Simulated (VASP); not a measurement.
Output of a VASP run:

### OSZICAR
```
       N       E                     dE             d eps       ncg     rms          rms(c)
DAV:   1     0.199670754871E+03    0.19967E+03   -0.14764E+04  7072   0.240E+03
DAV:   2     0.893666941615E+01   -0.19073E+03   -0.18871E+03  7064   0.445E+02
DAV:   3    -0.848704390214E+01   -0.17424E+02   -0.17249E+02  8134   0.139E+02
DAV:   4    -0.900700423273E+01   -0.51996E+00   -0.51861E+00  8086   0.262E+01
DAV:   5    -0.902716044997E+01   -0.20156E-01   -0.20155E-01  9526   0.474E+00    0.261E+00
DAV:   6    -0.899589060501E+01    0.31270E-01   -0.38578E-02  9248   0.309E+00    0.142E+00
DAV:   7    -0.898358673400E+01    0.12304E-01   -0.21503E-02  9236   0.221E+00    0.159E-01
DAV:   8    -0.898302048258E+01    0.56625E-03   -0.19658E-03  8424   0.716E-01    0.306E-02
DAV:   9    -0.898302526743E+01   -0.47848E-05   -0.48476E-05  9138   0.725E-02    0.136E-02
DAV:  10    -0.898302547523E+01   -0.20780E-06   -0.40122E-06  7248   0.265E-02
   1 F= -.89830255E+01 E0= -.89830883E+01  d E =-.898303E+01
```

### OUTCAR
```
------------------------ aborting loop because EDIFF is reached ----------------------------------------
  FORCE on cell =-STRESS in cart. coord.  units (eV):
  Direction    XX          YY          ZZ          XY          YZ          ZX
  --------------------------------------------------------------------------------------
  Total       -0.0074368     -0.0074368      0.0311596      0.0000000      0.0000000      0.0000000
  in kB       -0.2277763     -0.2277763      0.9543649      0.0000000      0.0000000      0.0000000
  external PRESSURE =       0.1662708 kB  Pullay stress =       0.0000000 kB
  volume of cell :       52.31
      direct lattice vectors                 reciprocal lattice vectors
    -2.889088733  2.889088733  1.566774124     0.000000000  0.173064951  0.319127047
     2.889088733 -2.889088733  1.566774124     0.173064951  0.000000000  0.319127047
     2.889088733  2.889088733 -1.566774124     0.173064951  0.173064951  0.000000000
 POSITION                                       TOTAL-FORCE (eV/Angst)
 -----------------------------------------------------------------------------------
      2.88909     -0.00000      0.78339        -0.000000      0.000000      0.000000
      0.00000      0.00000      0.00000         0.000000     -0.000000     -0.000000
 -----------------------------------------------------------------------------------
    total drift:                                0.000000     -0.000000     -0.000000
  FREE ENERGIE OF THE ION-ELECTRON SYSTEM (eV)
  ---------------------------------------------------
  free  energy   TOTEN  =        -8.9830254752 eV

  energy  without entropy=       -8.9832140713  energy(sigma->0) =       -8.98308834

 reached required accuracy - stopping structural energy minimisation
```
(Selected blocks of OUTCAR.)

File POSCAR:
```
Sn
1
   -2.8890887326     2.8890887326     1.5667741238
    2.8890887326    -2.8890887326     1.5667741238
    2.8890887326     2.8890887326    -1.5667741238
Sn
2
Direct
  0.2500000000   0.7500000000   0.5000000000
  0.0000000000   0.0000000000   0.0000000000
```

Question: Write an INCAR and KPOINTS that could have produced this output.

Answer: One answer among several that fit: the input of the run itself, LDA (Ceperley-Alder, Perdew-Zunger), plane waves, VASP's LDA PAW potentials (set 64).

**KPOINTS**
```
kpoints
0
G
  13 13 13
0 0 0
```

### INCAR
```
# general
SYSTEM   =  Sn
PREC     =  Accurate
ENCUT    =  500
LREAL    =  .FALSE.
LASPH    =  .TRUE.

# electronic loop
EDIFF    =  1E-6
NELM     =  100
ALGO     =  Normal
LMAXMIX  =  4

# smearing
ISMEAR   =  1
SIGMA    =  0.1

# ions
IBRION   =  2
NSW      =  40
ISIF     =  3
EDIFFG   =  -0.02

# output
LWAVE    =  .FALSE.
LCHARG   =  .FALSE.
```

POTCAR, in this order: Sn_d (LDA.64 set). Program: vasp_std.

The compound is Sn in the beta structure. It was relaxed first.
